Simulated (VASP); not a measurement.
Given:

```
CELL_PARAMETERS angstrom
      8.75833     0.00000     0.00000
      0.00000     8.75833     0.00000
      0.00000     0.00000     8.75833
ATOMIC_POSITIONS crystal
  Si 0.49884 0.00144 0.00107
  Si 0.75084 0.25396 0.99976
  Si 0.75093 0.99990 0.25336
  Si 0.00167 0.00069 0.00035
  Si 0.25151 0.24941 0.00061
  Si 0.50107 0.50164 0.99836
  Si 0.75250 0.75107 0.99868
  Si 0.25202 0.00148 0.24886
  Si 0.75530 0.50205 0.24084
  Si 0.50132 0.99906 0.50094
  Si 0.75530 0.24092 0.50251
  Si 0.75250 0.99898 0.75092
  Si 0.00270 0.50091 0.99815
  Si 0.25070 0.75098 0.99961
  Si 0.00238 0.25006 0.24958
  Si 0.25049 0.50086 0.25157
  Si 0.50079 0.75064 0.25035
  Si 0.00286 0.99866 0.50070
  Si 0.25090 0.25254 0.50008
  Si 0.49132 0.50236 0.50284
  Si 0.75029 0.74946 0.49940
  Si 0.25088 0.00008 0.75051
  Si 0.50059 0.25066 0.75057
  Si 0.75019 0.49992 0.74925
  Si 0.00132 0.75045 0.24966
  Si 0.00069 0.49975 0.49923
  Si 0.24894 0.75164 0.50127
  Si 0.00139 0.25040 0.74998
  Si 0.24875 0.50156 0.75135
  Si 0.49928 0.75020 0.74972
  Si 0.00057 0.75039 0.74989
  C  0.63960 0.11384 0.11356
  C  0.87902 0.37569 0.12128
  C  0.87883 0.12231 0.37504
  C  0.12618 0.12531 0.12463
  C  0.36382 0.38946 0.11229
  C  0.62477 0.62783 0.12209
  C  0.87641 0.87488 0.12392
  C  0.36476 0.11346 0.38852
  C  0.87529 0.62456 0.37425
  C  0.62485 0.12283 0.62743
  C  0.87501 0.37486 0.62392
  C  0.87637 0.12454 0.87442
  C  0.12507 0.62617 0.12375
  C  0.37519 0.87579 0.12465
  C  0.12564 0.37557 0.37490
  C  0.37139 0.62874 0.37498
  C  0.62575 0.87476 0.37563
  C  0.12529 0.12441 0.62554
  C  0.37111 0.37576 0.62857
  C  0.62552 0.62476 0.62434
  C  0.87555 0.87467 0.62440
  C  0.37519 0.12529 0.87537
  C  0.62558 0.37614 0.87444
  C  0.87553 0.62504 0.87401
  C  0.12477 0.87482 0.37448
  C  0.12410 0.62535 0.62475
  C  0.37453 0.87435 0.62629
  C  0.12451 0.37518 0.87398
  C  0.37441 0.62701 0.87370
  C  0.62585 0.87475 0.87421
  C  0.12500 0.87553 0.87481
  B  0.62567 0.37665 0.37591
```
Cell charge +1.

Method: PBE GGA, VASP's PBE PAW potentials (set 64) (plane waves; VASP 6.6.1). Run with PREC = Normal, LREAL = Auto, ISYM = 0, NELECT = 250.0, 400 eV cut-off, 1×1×1 Γ-centred mesh, Gaussian smearing of 0.050 eV, potentials Si C B. Starting moments (MAGMOM): 63*0.0317. The cell's moment is fixed (NUPDOWN = 2).

At this cut-off the stress carries a Pulay error, which pulls relaxed volumes low. The cell is charged, with a uniform compensating background.  The supercell is sampled at Γ alone, which is coarse: total energies, pressure and levels can be off, energies of defects by several tenths of an eV.

Task: Predict the cell moment, energy per atom (σ→0), pressure.

Result: 
| Item | Value |
|---|---|
| cell moment | 2.00 μB |
| energy per atom (σ→0) | -7.471 eV/atom |
| pressure | -2.00 GPa |

Task: Give the moment on each site (PAW-sphere projection).

Result: 
```csv
site,moment (μB)
Si1,0.00
Si2,0.00
Si3,0.00
Si4,0.00
Si5,-0.01
Si6,-0.01
Si7,0.01
Si8,-0.01
Si9,0.02
Si10,-0.01
Si11,0.03
Si12,0.01
Si13,0.00
Si14,0.00
Si15,0.00
Si16,-0.01
Si17,0.00
Si18,0.00
Si19,-0.01
Si20,0.00
Si21,0.00
Si22,0.00
Si23,0.00
Si24,0.00
Si25,0.01
Si26,0.00
Si27,0.00
Si28,0.01
Si29,0.00
Si30,0.00
Si31,0.00
C32,-0.04
C33,0.02
C34,0.02
C35,0.01
C36,0.27
C37,0.05
C38,0.00
C39,0.23
C40,0.01
C41,0.05
C42,0.02
C43,0.01
C44,0.02
C45,0.02
C46,0.01
C47,0.03
C48,0.00
C49,0.02
C50,0.02
C51,0.01
C52,0.01
C53,0.02
C54,0.00
C55,0.01
C56,0.03
C57,0.01
C58,0.03
C59,0.02
C60,0.03
C61,0.03
C62,0.01
B63,0.09
```

Total energies compare only between runs with the same potentials, cut-off and functional.

The cell is a supercell with a defect, built from SiC (zinc blende): B_C-vac_Si, charge +1.
